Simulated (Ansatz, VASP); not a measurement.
Two plane-wave programs on BaCd3Se4

```
Ba Cd Se
1.0
     4.72144    0.00000    0.00000
     0.00000    4.72144    0.00000
     0.00000    0.00000   13.28198
Ba Cd Se
1 3 4
Direct
  0.00000 0.00000 0.00000
  0.50000 0.50000 0.74759
  0.00000 0.00000 0.50000
  0.50000 0.50000 0.25241
  0.00000 0.50000 0.62406
  0.50000 0.00000 0.37594
  0.00000 0.50000 0.12904
  0.50000 0.00000 0.87096
```

Change from the starting cell: species swapped into the MgMn3Te4 type (P-4m2, No. 115).

Alike in both runs: task relaxation of cell and atoms; functional PBE; k mesh 3 × 3 × 1; occupations gaussian, width 0.15 eV; no spin polarisation.

|  | VASP | Ansatz |
| --- | --- | --- |
| version | VASP 6.6.1 | Ansatz 0.2.0 |
| potentials or method | VASP PAW PBE potentials, release 64 (Ba_sv, Cd, Se) | scalar-relativistic, plane waves, PAW |
| plane-wave cutoff (eV) | 600 | 420 |
| valence electrons in the cell | 70 | 134 |

Ansatz gave:

| Property | Result |
| --- | --- |
| gap on the k mesh at the Fermi level, each at its own relaxed structure (eV) | 0.98 |
| relaxed volume (Å³/atom) | 33.70 |
| relaxed cell length with the largest relative difference (Å) | 12.926 |
| energy change over the relaxation (meV/atom) | -134 |

Problem. What did VASP give for the same quantities?

Solution. gap on the k mesh at the Fermi level, each at its own relaxed structure (eV): 0.94; relaxed volume (Å³/atom): 33.88; relaxed cell length with the largest relative difference (Å): 12.796; energy change over the relaxation (meV/atom): -137.

The two sets of potentials don't hold the same shells in valence.

Caveats: the k mesh is coarse (spacing up to 0.47 Å⁻¹), so the values aren't converged; spin-orbit coupling is left out, which moves the levels of the heavy elements.
